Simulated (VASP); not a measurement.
Level of theory: PBEsol GGA, VASP's PBE PAW potentials (set 64) (plane waves; VASP).

VASP ran on this input.

### POSCAR
```
ZnInGaO4
8.462380
  0.1851999083   0.1069252385   0.9768664371
 -0.1851999083   0.1069252385   0.9768664371
  0.0000000000  -0.2138503589   0.9768664371
In Ga Zn O
1 1 1 4
direct
  0.0000000000   0.0000000000   0.0000000000
  0.7829000000   0.7829000000   0.7829000000
  0.2171000000   0.2171000000   0.2171000000
  0.8718000000   0.8718000000   0.8718000000
  0.1282000000   0.1282000000   0.1282000000
  0.7072000000   0.7072000000   0.7072000000
  0.2928000000   0.2928000000   0.2928000000
```

File KPOINTS:
```
Automatic mesh
0
Gamma
10 10 10
0 0 0
```

### INCAR
```
# general
SYSTEM   =  ZnInGaO4
PREC     =  Accurate
ENCUT    =  240
LREAL    =  .FALSE.
LASPH    =  .TRUE.

# electronic loop
EDIFF    =  1E-6
NELM     =  100
ALGO     =  Normal
LMAXMIX  =  4

# smearing
ISMEAR   =  1
SIGMA    =  0.2

# functional
GGA      =  PS

# ions
ISIF     =  2

# output
LWAVE    =  .FALSE.
LCHARG   =  .FALSE.
```

POTCAR, in this order: In_d Ga_d Zn O (PBE.64 set). Program: vasp_std.

Q: What will the output report for the number of irreducible k-points (NKPTS), largest plane-wave count, number of space-group operations, FFT grid (NGX, NGY, NGZ)?

A: 
| Item | Result |
|---|---|
| number of irreducible k-points (NKPTS) | 116 |
| largest plane-wave count | 607 |
| number of space-group operations | 6 |
| FFT grid (NGX, NGY, NGZ) | 48 × 48 × 48 |

The structure was generated: ZnInGaO4 was put into an ordered model structure, which need not be its known phase. The cell was not relaxed at this level, and its volume differs by -8.7 % from the start's. The run is one of a series of settings (ENCUT = 240 against the base run), some of them coarse on purpose.
